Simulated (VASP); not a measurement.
Level of theory: HSE06 screened hybrid, VASP's PBE PAW potentials (set 64) (plane waves; VASP).

VASP ran on this input.

INCAR:
```
# general
SYSTEM   = Al36N35Si
PREC     = Normal
ENCUT    = 400   # plane-wave cut-off (eV)
LREAL    = Auto   # projection in real space or not
LASPH    = T
ISYM     = 0
NELECT   = 286.0

# electronic loop
EDIFF    = 1E-5
NELM     = 50   # most electronic steps
NELMIN   = 4
ALGO     = Normal   # blocked Davidson

# smearing
ISMEAR   = 0   # Gaussian
SIGMA    = 0.05   # width (eV)

# functional
GGA      = PE   # PBE
LHFCALC  = T
AEXX     = 0.25
HFSCREEN = 0.2   # 1/Angstrom
PRECFOCK = Fast

# ions
ISIF     = 0

# output
LWAVE    = F
LCHARG   = F
```

### POSCAR
```
Al36N35Si
9.3865350
  0.5000000167  -0.8660254309   0.0000000000
  0.5000000167   0.8660254309   0.0000000000
  0.0000000000   0.0000000000   1.0674016147
Al N Si
36 35 1
Cartesian
  0.1682583471  -0.0976483728   0.2641947555
  0.1654856999   0.0967183725   0.0023468334
  0.1621152042  -0.0938453517   0.8042906235
  0.1664721689   0.0961335920   0.5339233319
  0.3351747184   0.1915587418   0.2641830785
  0.3333448669   0.3848481554   0.0028425250
  0.3287828008   0.1949050369   0.8042810146
  0.3344603959   0.3852556460   0.5336631383
  0.4999453728   0.4809982862   0.2662335728
  0.5000178283   0.6733039718   0.0028814775
  0.5000124962   0.4808614826   0.8024376600
  0.5002067783   0.6721540077   0.5336714245
  0.3329515106  -0.3830508969   0.2642364367
  0.3266915834  -0.1964089252   1.0552411861
  0.3333814601  -0.3905133120   0.8043976987
  0.3089282242  -0.2071454655   0.5533861337
  0.4998383445  -0.0963266696   0.2025799410
  0.4999778047   0.1037684980   1.0553030006
  0.5000522306  -0.0963672200   0.7992568928
  0.5005534416   0.1245384521   0.5535053423
  0.6648092701   0.1916008382   0.2642855979
  0.6665710387   0.3847886575   0.0028490182
  0.6715089825   0.1949000211   0.8044163979
  0.6657223119   0.3853181504   0.5337324507
  0.5000390085  -0.6736615447   0.2682706314
  0.4999977376  -0.4825727367   0.0024435675
  0.5001324825  -0.6738167726   0.8015926518
  0.5000730425  -0.4818524560   0.5338919596
  0.6668797490  -0.3829376917   0.2642610916
  0.6732845896  -0.1962916445   1.0553199227
  0.6667144910  -0.3904080238   0.8044076630
  0.6917548202  -0.2067524643   0.5538391856
  0.8317559750  -0.0975114202   0.2642815540
  0.8346140994   0.0968138185   0.0024950401
  0.8381670171  -0.0936451986   0.8044599348
  0.8340792509   0.0964171574   0.5338688791
  0.1640101932  -0.0969763505   0.4711933391
  0.1670989376   0.0958175990   0.2066300505
  0.1625913638  -0.0940191321   1.0043187086
  0.1665136200   0.0960818162   0.7372413107
  0.3325996473   0.1948369564   0.4712190283
  0.3333025764   0.3848374996   0.2061042864
  0.3292118808   0.1946186869   1.0043205987
  0.3338631525   0.3850018011   0.7367571308
  0.5000198105   0.4808969136   0.4714208061
  0.4999514452   0.6733507255   0.2060960418
  0.4999920067   0.4809419497   1.0061781954
  0.5000590830   0.6726825723   0.7368030227
  0.3314905377  -0.3875988162   0.4712030946
  0.3258338919  -0.1968903959   0.1880050116
  0.3333425688  -0.3897411249   1.0044100206
  0.3289877692  -0.1952949921   0.7513313783
  0.4999759017   0.1047061034   0.1880784355
  0.4999689222  -0.0963210754   1.0097590375
  0.5001760465   0.1012229256   0.7514237510
  0.6680551393   0.1952090589   0.4712116155
  0.6665011747   0.3848087375   0.2060344224
  0.6708395202   0.1945600447   1.0044122323
  0.6661608254   0.3849704726   0.7368964349
  0.5003787465  -0.6737814303   0.4719475458
  0.4999669021  -0.4807119762   0.2067235998
  0.5000511121  -0.6736809246   1.0058638170
  0.5001085976  -0.4816325356   0.7372823094
  0.6685985345  -0.3871324966   0.4712655514
  0.6740437303  -0.1967566596   0.1882429178
  0.6665843164  -0.3896015696   1.0044044729
  0.6713204335  -0.1951500838   0.7515530508
  0.8364608588  -0.0968267109   0.4712443692
  0.8329113896   0.0959149521   0.2067461592
  0.8374510723  -0.0939050425   1.0044447846
  0.8337665638   0.0961764836   0.7372420386
  0.5000947898  -0.0964372408   0.4448758626
```

### KPOINTS
```
Regular mesh
0
Gamma
1 1 1
0 0 0
```

POTCAR, in this order: Al N Si (PBE.64 set). Program: vasp_gam. Read from the step before: WAVECAR.

Output

OSZICAR:
```
       N       E                     dE             d eps       ncg     rms          rms(c)
DAV:   1    -0.620429148145E+03   -0.62043E+03   -0.17880E+01   440   0.862E+00    0.506E+01
DAV:   2    -0.620679218770E+03   -0.25007E+00   -0.36046E-01   404   0.151E+00    0.342E+01
DAV:   3    -0.620666877014E+03    0.12342E-01   -0.19343E-01   460   0.147E+00    0.211E+01
DAV:   4    -0.620614250288E+03    0.52627E-01   -0.18550E-01   396   0.105E+00    0.126E+01
DAV:   5    -0.620599369000E+03    0.14881E-01   -0.36201E-02   404   0.359E-01    0.745E+00
DAV:   6    -0.620594424706E+03    0.49443E-02   -0.16380E-02   404   0.227E-01    0.436E+00
DAV:   7    -0.620594098400E+03    0.32631E-03   -0.14506E-02   408   0.155E-01    0.256E+00
DAV:   8    -0.620597356564E+03   -0.32582E-02   -0.41789E-02   460   0.200E-01    0.159E+00
DAV:   9    -0.620608828828E+03   -0.11472E-01   -0.13369E-01   456   0.352E-01    0.135E+00
DAV:  10    -0.620635994372E+03   -0.27166E-01   -0.35664E-01   456   0.627E-01    0.173E+00
DAV:  11    -0.620676311420E+03   -0.40317E-01   -0.69880E-01   428   0.101E+00    0.224E+00
DAV:  12    -0.620709195903E+03   -0.32884E-01   -0.10034E+00   412   0.142E+00    0.253E+00
DAV:  13    -0.620729285812E+03   -0.20090E-01   -0.11749E+00   436   0.168E+00    0.264E+00
DAV:  14    -0.620732789478E+03   -0.35037E-02   -0.11594E+00   412   0.165E+00    0.264E+00
DAV:  15    -0.620711266960E+03    0.21523E-01   -0.10552E+00   412   0.159E+00    0.254E+00
DAV:  16    -0.620699498229E+03    0.11769E-01   -0.10485E+00   416   0.161E+00    0.246E+00
DAV:  17    -0.620720815820E+03   -0.21318E-01   -0.11089E+00   424   0.157E+00    0.248E+00
DAV:  18    -0.620742487379E+03   -0.21672E-01   -0.10860E+00   416   0.149E+00    0.252E+00
DAV:  19    -0.620733597563E+03    0.88898E-02   -0.97868E-01   404   0.149E+00    0.244E+00
DAV:  20    -0.620722469742E+03    0.11128E-01   -0.93800E-01   412   0.153E+00    0.236E+00
DAV:  21    -0.620728236276E+03   -0.57665E-02   -0.92197E-01   420   0.147E+00    0.235E+00
DAV:  22    -0.620726168403E+03    0.20679E-02   -0.85468E-01   412   0.137E+00    0.235E+00
DAV:  23    -0.620700901557E+03    0.25267E-01   -0.76783E-01   404   0.135E+00    0.229E+00
DAV:  24    -0.620678447871E+03    0.22454E-01   -0.77143E-01   404   0.140E+00    0.226E+00
DAV:  25    -0.620682554039E+03   -0.41062E-02   -0.86477E-01   404   0.139E+00    0.234E+00
DAV:  26    -0.620701540081E+03   -0.18986E-01   -0.98372E-01   428   0.140E+00    0.248E+00
DAV:  27    -0.620704978269E+03   -0.34382E-02   -0.10181E+00   396   0.144E+00    0.254E+00
DAV:  28    -0.620702057568E+03    0.29207E-02   -0.10735E+00   404   0.158E+00    0.252E+00
DAV:  29    -0.620722546305E+03   -0.20489E-01   -0.11599E+00   408   0.163E+00    0.254E+00
DAV:  30    -0.620746852953E+03   -0.24307E-01   -0.11406E+00   408   0.156E+00    0.256E+00
DAV:  31    -0.620739026263E+03    0.78267E-02   -0.10089E+00   396   0.151E+00    0.248E+00
DAV:  32    -0.620722803588E+03    0.16223E-01   -0.93692E-01   404   0.154E+00    0.237E+00
DAV:  33    -0.620725427464E+03   -0.26239E-02   -0.91589E-01   404   0.148E+00    0.234E+00
DAV:  34    -0.620727217753E+03   -0.17903E-02   -0.86376E-01   420   0.138E+00    0.235E+00
DAV:  35    -0.620705669729E+03    0.21548E-01   -0.77426E-01   404   0.134E+00    0.230E+00
DAV:  36    -0.620680594374E+03    0.25075E-01   -0.76122E-01   404   0.139E+00    0.226E+00
DAV:  37    -0.620680053652E+03    0.54072E-03   -0.84706E-01   404   0.140E+00    0.232E+00
DAV:  38    -0.620698869445E+03   -0.18816E-01   -0.96653E-01   412   0.140E+00    0.246E+00
DAV:  39    -0.620705960065E+03   -0.70906E-02   -0.10162E+00   404   0.143E+00    0.254E+00
DAV:  40    -0.620701468678E+03    0.44914E-02   -0.10587E+00   396   0.155E+00    0.253E+00
DAV:  41    -0.620717230503E+03   -0.15762E-01   -0.11463E+00   404   0.162E+00    0.254E+00
DAV:  42    -0.620744339537E+03   -0.27109E-01   -0.11573E+00   412   0.158E+00    0.256E+00
DAV:  43    -0.620742381046E+03    0.19585E-02   -0.10318E+00   396   0.151E+00    0.250E+00
DAV:  44    -0.620724570326E+03    0.17811E-01   -0.94359E-01   412   0.154E+00    0.238E+00
DAV:  45    -0.620723934126E+03    0.63620E-03   -0.91928E-01   396   0.150E+00    0.233E+00
DAV:  46    -0.620728439771E+03   -0.45056E-02   -0.87813E-01   412   0.140E+00    0.235E+00
DAV:  47    -0.620710724128E+03    0.17716E-01   -0.78584E-01   396   0.134E+00    0.231E+00
DAV:  48    -0.620683857086E+03    0.26867E-01   -0.75697E-01   404   0.139E+00    0.226E+00
DAV:  49    -0.620678115840E+03    0.57412E-02   -0.82553E-01   396   0.140E+00    0.230E+00
DAV:  50    -0.620695468275E+03   -0.17352E-01   -0.94732E-01   412   0.139E+00
   1 F= -.62069547E+03 E0= -.62069547E+03  d E =-.509483E-12
```

OUTCAR:
```
------------------------ aborting loop EDIFF was not reached (unconverged)  ----------------------------
  volume of cell :      764.49
      direct lattice vectors                 reciprocal lattice vectors
     4.693267657 -8.128978018  0.000000000     0.106535582 -0.061508347  0.000000000
     4.693267657  8.128978018  0.000000000     0.106535582  0.061508347  0.000000000
     0.000000000  0.000000000 10.019202615     0.000000000  0.000000000  0.099808342
  FREE ENERGIE OF THE ION-ELECTRON SYSTEM (eV)
  ---------------------------------------------------
  free  energy   TOTEN  =      -620.6954682752 eV

  energy  without entropy=     -620.6954682752  energy(sigma->0) =     -620.69546828

  exchange ACFDT corr.  =         0.00000000  see jH, gK, PRB 81, 115126
```
(Selected blocks of OUTCAR.)

**stdout**
```
...
DAV:  31    -0.620739026263E+03    0.78267E-02   -0.10089E+00   396   0.151E+00    0.248E+00
DAV:  32    -0.620722803588E+03    0.16223E-01   -0.93692E-01   404   0.154E+00    0.237E+00
DAV:  33    -0.620725427464E+03   -0.26239E-02   -0.91589E-01   404   0.148E+00    0.234E+00
DAV:  34    -0.620727217753E+03   -0.17903E-02   -0.86376E-01   420   0.138E+00    0.235E+00
DAV:  35    -0.620705669729E+03    0.21548E-01   -0.77426E-01   404   0.134E+00    0.230E+00
DAV:  36    -0.620680594374E+03    0.25075E-01   -0.76122E-01   404   0.139E+00    0.226E+00
DAV:  37    -0.620680053652E+03    0.54072E-03   -0.84706E-01   404   0.140E+00    0.232E+00
DAV:  38    -0.620698869445E+03   -0.18816E-01   -0.96653E-01   412   0.140E+00    0.246E+00
DAV:  39    -0.620705960065E+03   -0.70906E-02   -0.10162E+00   404   0.143E+00    0.254E+00
DAV:  40    -0.620701468678E+03    0.44914E-02   -0.10587E+00   396   0.155E+00    0.253E+00
DAV:  41    -0.620717230503E+03   -0.15762E-01   -0.11463E+00   404   0.162E+00    0.254E+00
DAV:  42    -0.620744339537E+03   -0.27109E-01   -0.11573E+00   412   0.158E+00    0.256E+00
DAV:  43    -0.620742381046E+03    0.19585E-02   -0.10318E+00   396   0.151E+00    0.250E+00
DAV:  44    -0.620724570326E+03    0.17811E-01   -0.94359E-01   412   0.154E+00    0.238E+00
DAV:  45    -0.620723934126E+03    0.63620E-03   -0.91928E-01   396   0.150E+00    0.233E+00
DAV:  46    -0.620728439771E+03   -0.45056E-02   -0.87813E-01   412   0.140E+00    0.235E+00
DAV:  47    -0.620710724128E+03    0.17716E-01   -0.78584E-01   396   0.134E+00    0.231E+00
DAV:  48    -0.620683857086E+03    0.26867E-01   -0.75697E-01   404   0.139E+00    0.226E+00
DAV:  49    -0.620678115840E+03    0.57412E-02   -0.82553E-01   396   0.140E+00    0.230E+00
DAV:  50    -0.620695468275E+03   -0.17352E-01   -0.94732E-01   412   0.139E+00

 -----------------------------------------------------------------------------
|                                                                             |
|           W    W    AA    RRRRR   N    N  II  N    N   GGGG   !!!           |
|           W    W   A  A   R    R  NN   N  II  NN   N  G    G  !!!           |
|           W    W  A    A  R    R  N N  N  II  N N  N  G       !!!           |
|           W WW W  AAAAAA  RRRRR   N  N N  II  N  N N  G  GGG   !            |
|           WW  WW  A    A  R   R   N   NN  II  N   NN  G    G                |
|           W    W  A    A  R    R  N    N  II  N    N   GGGG   !!!           |
|                                                                             |
|     The electronic self-consistency was not achieved in the given           |
|     number of steps (NELM). The forces and other quantities evaluated       |
|     might not be reliable so examine the results carefully. If you find     |
|     spurious results, we suggest increasing NELM, if you were close to      |
|     convergence or switching to a different ALGO or adjusting the           |
|     density mixing parameters otherwise.                                    |
|                                                                             |
 -----------------------------------------------------------------------------

   1 F= -.62069547E+03 E0= -.62069547E+03  d E =-.509483E-12
```

The run did not converge; its last values are not results.

The cell is charged, with a uniform compensating background. The supercell is sampled at Γ alone, which is coarse: total energies, pressure and levels can be off, energies of defects by several tenths of an eV.

The cell is a supercell with a defect, built from AlN (wurtzite): Si_N, charge +1. The cell's shape comes from a PBE relaxation. The run is not spin-polarised, so no state with unpaired spins was tried.
